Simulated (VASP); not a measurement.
VASP ran on this input.

File POSCAR:
```
CaO
1
    0.0000000000     2.4531000000     2.4531000000
    2.4531000000     0.0000000000     2.4531000000
    2.4531000000     2.4531000000     0.0000000000
Ca O
1 1
Direct
  0.0000000000   0.0000000000   0.0000000000
  0.5000000000   0.5000000000   0.5000000000
```

### KPOINTS
```
Automatic mesh
0
Gamma
8 8 8
0 0 0
```

### INCAR
```
# general
SYSTEM  =  CaO
PREC    =  Accurate
ENCUT   =  520
LREAL   =  F
LASPH   =  T

# electronic loop
EDIFF   =  1E-3
NELM    =  100
ALGO    =  Normal

# smearing
ISMEAR  =  0
SIGMA   =  0.05

# functional
GGA     =  PE

# ions
ISIF    =  2

# output
LWAVE   =  F
LCHARG  =  F
```

POTCAR, in this order: Ca_sv O (PBE.64 set). Program: vasp_std.

Problem. Translate this PBE calculation to Quantum ESPRESSO's pw.x.

Solution. One equivalent input (not run):
```
&CONTROL
  calculation = 'scf'
  pseudo_dir = './pseudo'
  outdir = './out'
  tprnfor = .true.
  tstress = .true.
/
&SYSTEM
  ibrav = 0
  nat = 2
  ntyp = 2
  ecutwfc = 84
  occupations = 'smearing'
  smearing = 'gaussian'
  degauss = 0.003675
  input_dft = 'pbe'
/
&ELECTRONS
  conv_thr = 7.3e-05
  electron_maxstep = 100
/
ATOMIC_SPECIES
  Ca 40.078 Ca.upf
  O 15.999 O.upf
CELL_PARAMETERS angstrom
     0.0000000    2.4531000    2.4531000
     2.4531000    0.0000000    2.4531000
     2.4531000    2.4531000    0.0000000
ATOMIC_POSITIONS crystal
  Ca   0.0000000  0.0000000  0.0000000
  O    0.5000000  0.5000000  0.5000000
K_POINTS automatic
  8 8 8 0 0 0
```
Limits of the translation: the potentials are each code's own (VASP's PAW set, PseudoDojo norm-conserving files in pw.x), so ENCUT and ecutwfc are chosen apart and not converted; conv_thr bounds pw.x's estimated SCF error, while EDIFF bounds the energy change between steps.

The compound is CaO in the rock salt structure. The cell was not relaxed at this level. The run is one of a series of settings (EDIFF = 1E-3 against the base run), some of them coarse on purpose.
